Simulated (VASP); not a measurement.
Calculation: r2SCAN meta-GGA, VASP's PBE PAW potentials (set 64) (plane waves; VASP).

VASP input:

POSCAR:
```
Ti
9.2624160
  0.1584180900  -0.2743881870   0.0000000000
  0.1584180900   0.2743881870   0.0000000000
  0.0000000000   0.0000000000   0.4999999907
Ti
2
Cartesian
  0.1584180900   0.0914629119   0.1249999977
  0.1584180900  -0.0914629119   0.3749999931
```

**INCAR**
```
SYSTEM=Ti
LWAVE=.False.
ALGO=Normal   # blocked Davidson
LCHARG=.False.
EDIFF=1E-7   # SCF stop (eV)
LMAXMIX=4
ISMEAR=-5   # tetrahedra, Bloechl
LORBIT=11
LREAL=.False.   # projection in real space or not
LMIXTAU=.True.
NEDOS=601   # DOS grid
ENCUT=400   # plane-wave cut-off (eV)
PREC=Accurate
LASPH=.True.
NELM=100
METAGGA=R2SCAN
ISIF=2   # forces and stress, cell fixed
```

File KPOINTS:
```
Automatic mesh
0
Gamma
16 16 9
0 0 0
```

**KPOINTS_OPT**
```
k-points along high-symmetry lines
6
Line-mode
Reciprocal
  0.000000   0.000000   0.000000 ! GAMMA
 -0.000000   0.500000   0.000000 ! M

 -0.000000   0.500000   0.000000 ! M
 -0.333333   0.666667   0.000000 ! K

 -0.333333   0.666667   0.000000 ! K
  0.000000   0.000000   0.000000 ! GAMMA

  0.000000   0.000000   0.000000 ! GAMMA
  0.000000   0.000000   0.500000 ! A

  0.000000   0.000000   0.500000 ! A
 -0.000000   0.500000   0.500000 ! L

 -0.000000   0.500000   0.500000 ! L
 -0.333333   0.666667   0.500000 ! H

 -0.333333   0.666667   0.500000 ! H
  0.000000   0.000000   0.500000 ! A

 -0.000000   0.500000   0.500000 ! L
 -0.000000   0.500000   0.000000 ! M

 -0.333333   0.666667   0.500000 ! H
 -0.333333   0.666667   0.000000 ! K
```

POTCAR, in this order: Ti_sv (PBE.64 set). Program: vasp_std.

Output

**OSZICAR**
```
       N       E                     dE             d eps       ncg     rms          rms(c)
DAV:   1     0.220475472599E+03    0.22048E+03   -0.12239E+04  4824   0.164E+03
DAV:   2    -0.461763152753E+01   -0.22509E+03   -0.22398E+03  5016   0.468E+02
DAV:   3    -0.333772716718E+02   -0.28760E+02   -0.28670E+02  9464   0.135E+02
DAV:   4    -0.345228427638E+02   -0.11456E+01   -0.11454E+01  4888   0.289E+01
DAV:   5    -0.345824397904E+02   -0.59597E-01   -0.59592E-01  7888   0.468E+00    0.145E+01
DAV:   6    -0.270822794265E+02    0.75002E+01   -0.20982E+01  6000   0.609E+01    0.195E+00
DAV:   7    -0.246163700832E+02    0.24659E+01   -0.30084E+00  7880   0.141E+01    0.243E+00
DAV:   8    -0.254271269562E+02   -0.81076E+00   -0.58849E-01  6360   0.500E+00    0.191E+00
DAV:   9    -0.259447709093E+02   -0.51764E+00   -0.68790E-01  4816   0.108E+01    0.183E+00
DAV:  10    -0.258842874867E+02    0.60483E-01   -0.24887E-01  5616   0.567E+00    0.360E-01
DAV:  11    -0.258897273208E+02   -0.54398E-02   -0.13501E-02  6760   0.978E-01    0.264E-01
DAV:  12    -0.258781610684E+02    0.11566E-01   -0.15338E-02  5984   0.110E+00    0.103E-01
DAV:  13    -0.258834836481E+02   -0.53226E-02   -0.28191E-03  5680   0.527E-01    0.441E-02
DAV:  14    -0.258836447287E+02   -0.16108E-03   -0.32845E-04  5984   0.168E-01    0.163E-02
DAV:  15    -0.258841200259E+02   -0.47530E-03   -0.17949E-04  5240   0.137E-01    0.113E-02
DAV:  16    -0.258839416223E+02    0.17840E-03   -0.38992E-05  5176   0.694E-02    0.781E-03
DAV:  17    -0.258840059460E+02   -0.64324E-04   -0.89094E-06  6616   0.292E-02    0.205E-03
DAV:  18    -0.258839760694E+02    0.29877E-04   -0.16349E-06  6456   0.136E-02    0.120E-03
DAV:  19    -0.258839824669E+02   -0.63975E-05   -0.44660E-07  4944   0.501E-03    0.990E-04
DAV:  20    -0.258839724889E+02    0.99779E-05   -0.12361E-07  2976   0.426E-03    0.824E-04
DAV:  21    -0.258839792741E+02   -0.67851E-05   -0.15037E-07  2936   0.486E-03    0.177E-04
DAV:  22    -0.258839789404E+02    0.33370E-06   -0.19766E-08  2776   0.159E-03    0.806E-05
DAV:  23    -0.258839786150E+02    0.32537E-06   -0.60972E-09  2664   0.756E-04    0.548E-05
DAV:  24    -0.258839790093E+02   -0.39432E-06   -0.17993E-09  2648   0.440E-04    0.666E-05
DAV:  25    -0.258839788588E+02    0.15057E-06   -0.77454E-10  2624   0.299E-04    0.372E-05
DAV:  26    -0.258839788042E+02    0.54584E-07   -0.19835E-09  2648   0.521E-04
   1 F= -.25883979E+02 E0= -.25883979E+02  d E =0.000000E+00
       N       E                     dE             ncg
```

### OUTCAR
```
------------------------ aborting loop because EDIFF is reached ----------------------------------------
  FORCE on cell =-STRESS in cart. coord.  units (eV):
  Direction    XX          YY          ZZ          XY          YZ          ZX
  --------------------------------------------------------------------------------------
  Total       -0.0155775     -0.0155775      0.0486232      0.0000000     -0.0000000      0.0000000
  in kB       -0.7225478     -0.7225478      2.2553354      0.0000000     -0.0000000      0.0000000
  external PRESSURE =       0.2700800 kB  Pullay stress =       0.0000000 kB
  volume of cell :       34.54
      direct lattice vectors                 reciprocal lattice vectors
     1.467334252 -2.541497533  0.000000000     0.340753989 -0.196734403  0.000000000
     1.467334252  2.541497533  0.000000000     0.340753989  0.196734403  0.000000000
     0.000000000  0.000000000  4.631207914     0.000000000  0.000000000  0.215926389
 POSITION                                       TOTAL-FORCE (eV/Angst)
 -----------------------------------------------------------------------------------
      1.46733      0.84717      1.15780         0.000000     -0.000000      0.000000
      1.46733     -0.84717      3.47341         0.000000      0.000000      0.000000
 -----------------------------------------------------------------------------------
    total drift:                               -0.000000      0.001057     -0.000020
  FREE ENERGIE OF THE ION-ELECTRON SYSTEM (eV)
  ---------------------------------------------------
  free  energy   TOTEN  =       -25.8839788042 eV

  energy  without entropy=      -25.8839788042  energy(sigma->0) =      -25.88397880

 total charge

# of ion       s       p       d       tot
------------------------------------------
    1        2.246   6.139   1.835  10.221
    2        2.246   6.139   1.835  10.221
--------------------------------------------------
tot          4.493  12.278   3.671  20.441
```
(Selected blocks of OUTCAR.)

For a metal the tetrahedron method with Blöchl corrections gives inexact stress and forces.

The compound is Ti in the hcp structure. It was relaxed first.
